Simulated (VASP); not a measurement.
Here is the system:

```yaml
crystal:
  lattice:
    - [3.24767, 0.00000, 0.00000]
    - [-1.62383, 2.81256, 0.00000]
    - [0.00000, 0.00000, 5.21185]
  atoms:
    - { symbol: Zn, position: [0.33333, 0.66667, 0.00000] }
    - { symbol: Zn, position: [0.66667, 0.33333, 0.50000] }
    - { symbol: O, position: [0.33333, 0.66667, 0.38200] }
    - { symbol: O, position: [0.66667, 0.33333, 0.88200] }
```

These are r2SCAN meta-GGA, VASP's PBE PAW potentials (set 64) (plane waves; VASP 6.6.1) values and carry that method's errors. Settings: PREC = Normal, EDIFF = 1E-5, 450 eV cut-off, 10×10×6 Γ-centred mesh, Gaussian smearing of 0.050 eV, potentials Zn O.

At this cut-off the stress carries a Pulay error, which pulls relaxed volumes low.

Question: Predict the energy per atom (σ→0), pressure.

Answer: 
```json
{
 "energy per atom (σ→0)": "-9081 meV/atom",
 "pressure": "-2.12 GPa"
}
```

The compound is ZnO in the wurtzite structure. It was relaxed first.
